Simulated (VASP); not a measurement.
Computed with LDA (Ceperley-Alder, Perdew-Zunger), VASP's LDA PAW potentials (set 64) (plane waves; VASP).

The input files of a VASP run:

**INCAR**
```
SYSTEM = In
LMAXMIX = 4   # l cut-off of mixed one-centre charges
IBRION = 2
EDIFFG = -0.02   # ionic stop
EDIFF = 1E-6   # SCF stop (eV)
LREAL = F   # projection in real space or not
LWAVE = F
LASPH = T
SIGMA = 0.1
PREC = Accurate
ISIF = 3   # ions, shape and volume
NELM = 100
ISMEAR = 1
LCHARG = F
NSW = 40
ENCUT = 500
ALGO = Normal
PSTRESS = 200   # kbar
```

File POSCAR:
```
In
1.0
 -1.5007886857   1.5007886857   2.3784124279
  1.5007886857  -1.5007886857   2.3784124279
  1.5007886857   1.5007886857  -2.3784124279
In
1
Cart
  0.0000000000   0.0000000000   0.0000000000
```

KPOINTS:
```
Automatic mesh
0
Gamma
17 17 17
0 0 0
```

POTCAR, in this order: In_d (LDA.64 set). Program: vasp_std.

Energy and stress use the plane-wave basis of the starting cell. Unless said otherwise, spin-orbit coupling is left out, though it shifts the bands of the heavy elements here.

Problem. Predict the energy per atom (σ→0), volume per atom, band gap (on the k-mesh).

Solution. 
The energy per atom (σ→0) comes out as -2.973 eV/atom and the band gap (on the k-mesh) comes out as none (metal, semimetal or under 0.01 eV). The volume per atom is 19.69 Å³/atom.

### OSZICAR
```
...
   3 F= -.51494287E+00 E0= -.51488162E+00  d E =-.586205E-01
       N       E                     dE             d eps       ncg     rms          rms(c)
DAV:   1    -0.297305742799E+01    0.36635E-02   -0.11147E-02  9070   0.271E+00    0.133E-01
DAV:   2    -0.297266422180E+01    0.39321E-03   -0.86861E-04  9132   0.793E-01    0.437E-02
DAV:   3    -0.297261246754E+01    0.51754E-04   -0.16369E-04 11128   0.334E-01    0.180E-02
DAV:   4    -0.297260997263E+01    0.24949E-05   -0.49278E-06  8926   0.255E-02    0.672E-03
DAV:   5    -0.297260969680E+01    0.27583E-06   -0.33762E-07  4634   0.780E-03
   4 F= -.51497507E+00 E0= -.51491509E+00  d E =-.586527E-01
```

The compound is In in the bct structure. This run relaxes it under an external pressure of 20 GPa. Symmetry was kept, so distortions that lower it aren't found.
